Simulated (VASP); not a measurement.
```xyz
2
Lattice="0.0000 1.7944 1.7944 1.7944 0.0000 1.7944 1.7944 1.7944 0.0000" Properties=species:S:1:pos:R:3 pbc="T T T"
B      0.0000     0.0000     0.0000
N      0.8972     0.8972     0.8972
```

Computed with PBE0 hybrid, VASP's PBE PAW potentials (set 64) (plane waves; VASP). Settings: 520 eV cut-off, 10×10×10 Γ-centred mesh, Gaussian smearing of 0.050 eV, potentials B N.

**Question.** Give the stress tensor in GPa (positive for a compressed cell).

**Answer.** 
```
3.17  0.00  0.00
0.00  3.17  0.00
0.00  0.00  3.17
```
The pressure is its mean diagonal, 3.17 GPa.

The compound is BN in the zinc blende structure. This cell is one point of a volume scan, at 0.97 of the reference volume. The cell's shape comes from a PBE relaxation.
